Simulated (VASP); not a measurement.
Input:

```
CELL_PARAMETERS angstrom
      1.58610    -2.74721     0.00000
      1.58610     2.74721     0.00000
      0.00000     0.00000     5.07960
ATOMIC_POSITIONS crystal
  Al 0.66667 0.33333 0.50000
  Al 0.33333 0.66667 0.00000
  N  0.66667 0.33333 0.88200
  N  0.33333 0.66667 0.38200
```

Method: PBE GGA, VASP's PBE PAW potentials (set 64) (plane waves; VASP 6.6.1). Settings: 520 eV cut-off, 7×7×4 Γ-centred mesh, Gaussian smearing of 0.050 eV, potentials Al N.

Give the stress tensor in GPa (positive for a compressed cell).

```
-7.46   0.00   0.00
 0.00  -7.46   0.00
 0.00   0.00  -6.78
```
The pressure is its mean diagonal, -7.23 GPa.

The compound is AlN in the wurtzite structure. The cell was not relaxed at this level.
